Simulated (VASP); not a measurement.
```
SrTiO3
1.0
    3.92040     0.00000     0.00000
    0.00000     3.92040     0.00000
    0.00000     0.00000     3.92040
Sr Ti O
1 1 3
Direct
  0.00000   0.00000   0.00000
  0.50000   0.50000   0.50000
  0.50000   0.00000   0.50000
  0.00000   0.50000   0.50000
  0.50000   0.50000   0.00000
```

Method: PBE GGA with D4 dispersion, VASP's PBE PAW potentials (set 64) (plane waves; VASP). Settings: 520 eV cut-off, 6×6×6 Γ-centred mesh, tetrahedra with Blöchl corrections, potentials Sr_sv Ti_sv O.

Problem. Predict the energy per atom (σ→0), band gap (on the k-mesh) with the smallest direct gap where there is one.

Solution. 
| Quantity | Result |
|---|---|
| band gap (on the k-mesh) | 1.83 eV |
| smallest direct gap (on the k-mesh) | 2.20 eV |
| energy per atom (σ→0) | -8.212 eV/atom |

The compound is SrTiO3 in the cubic perovskite structure, the ideal cubic form; the compound distorts at low or room temperature. It was relaxed first.
